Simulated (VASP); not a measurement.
The input files of a VASP run:

INCAR:
```
AGGAC = 0.0
ALGO = Normal
LREAL = .FALSE.
ISIF = 2   ! forces and stress, cell fixed
LMAXMIX = 4   ! l cut-off of mixed one-centre charges
SYSTEM = BeSe
LCHARG = .FALSE.
EDIFF = 1E-7
LWAVE = .FALSE.
ISMEAR = 0   ! Gaussian
PREC = Accurate
GGA = CX
SIGMA = 0.05   ! width (eV)
LASPH = .TRUE.   ! aspherical one-centre terms
LUSE_VDW = .TRUE.
ENCUT = 520   ! plane-wave cut-off (eV)
NELM = 100
```

### POSCAR
```
BeSe
1
    0.0000000000     2.6088758085     2.6088758085
    2.6088758085     0.0000000000     2.6088758085
    2.6088758085     2.6088758085     0.0000000000
Be Se
1 1
Direct
  0.0000000000   0.0000000000   0.0000000000
  0.2500000000   0.2500000000   0.2500000000
```

KPOINTS:
```
Automatic mesh
0
G
  9 9 9
```

POTCAR, in this order: Be Se (PBE.64 set). Program: vasp_std.

Question: Translate this vdW-DF-cx calculation to Quantum ESPRESSO's pw.x.

Answer: One equivalent input (not run):
```
&CONTROL
  calculation = 'scf'
  pseudo_dir = './pseudo'
  outdir = './out'
  tprnfor = .true.
  tstress = .true.
/
&SYSTEM
  ibrav = 0
  nat = 2
  ntyp = 2
  ecutwfc = 88
  occupations = 'smearing'
  smearing = 'gaussian'
  degauss = 0.003675
  input_dft = 'vdw-df-cx'
/
&ELECTRONS
  conv_thr = 7.3e-09
  electron_maxstep = 100
/
ATOMIC_SPECIES
  Be 9.012 Be.upf
  Se 78.971 Se.upf
CELL_PARAMETERS angstrom
     0.0000000    2.6088758    2.6088758
     2.6088758    0.0000000    2.6088758
     2.6088758    2.6088758    0.0000000
ATOMIC_POSITIONS crystal
  Be   0.0000000  0.0000000  0.0000000
  Se   0.2500000  0.2500000  0.2500000
K_POINTS automatic
  9 9 9 0 0 0
```
What does not carry over: the potentials are each code's own (VASP's PAW set, PseudoDojo norm-conserving files in pw.x), so ENCUT and ecutwfc are chosen apart and not converted; conv_thr bounds pw.x's estimated SCF error, while EDIFF bounds the energy change between steps.

The compound is BeSe in the zinc blende structure. This cell is one point of a volume scan, at 1.03 of the reference volume.
